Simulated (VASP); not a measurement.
An input for Quantum ESPRESSO's pw.x (written as the equivalent of a VASP run, and not itself run):

```
&CONTROL
  calculation = 'scf'
  pseudo_dir = './pseudo'
  outdir = './out'
  tprnfor = .true.
  tstress = .true.
/
&SYSTEM
  ibrav = 0
  nat = 2
  ntyp = 2
  ecutwfc = 72
  occupations = 'tetrahedra'
  input_dft = 'pbesol'
/
&ELECTRONS
  conv_thr = 7.3e-09
  electron_maxstep = 100
/
ATOMIC_SPECIES
  Y 88.906 Y.upf
  Al 26.982 Al.upf
CELL_PARAMETERS angstrom
     3.5615321    0.0000000    0.0000000
     0.0000000    3.5615321    0.0000000
     0.0000000    0.0000000    3.5615321
ATOMIC_POSITIONS crystal
  Y    0.0000000  0.0000000  0.0000000
  Al   0.5000000  0.5000000  0.5000000
K_POINTS automatic
  12 12 12 0 0 0
```

Question: Write the VASP files for the same calculation (PBEsol).

Answer: One answer among several that fit: 
**INCAR**
```
# general
SYSTEM  = YAl
PREC    = Accurate
ENCUT   = 400
LREAL   = .False.
LASPH   = .True.

# electronic loop
EDIFF   = 1E-7
NELM    = 100
ALGO    = Normal
LMAXMIX = 4

# smearing
ISMEAR  = -5

# functional
GGA     = PS

# ions
ISIF    = 2

# output
LWAVE   = .False.
LCHARG  = .True.
LORBIT  = 11
NEDOS   = 601
```

POSCAR:
```
YAl
1
    3.5615320753     0.0000000000     0.0000000000
    0.0000000000     3.5615320753     0.0000000000
    0.0000000000     0.0000000000     3.5615320753
Y Al
1 1
Direct
  0.0000000000   0.0000000000   0.0000000000
  0.5000000000   0.5000000000   0.5000000000
```

KPOINTS:
```
Automatic mesh
0
Gamma
12 12 12
0 0 0
```

POTCAR, in this order: Y_sv Al (PBE.64 set). Program: vasp_std.

Limits of the translation: the potentials are each code's own (VASP's PAW set, PseudoDojo norm-conserving files in pw.x), so ENCUT and ecutwfc are chosen apart and not converted; conv_thr bounds pw.x's estimated SCF error, while EDIFF bounds the energy change between steps.

The structure was generated: YAl was put into the CsCl type type (Pm-3m), which need not be its known phase. It was relaxed first, which changed the volume by -32 %.
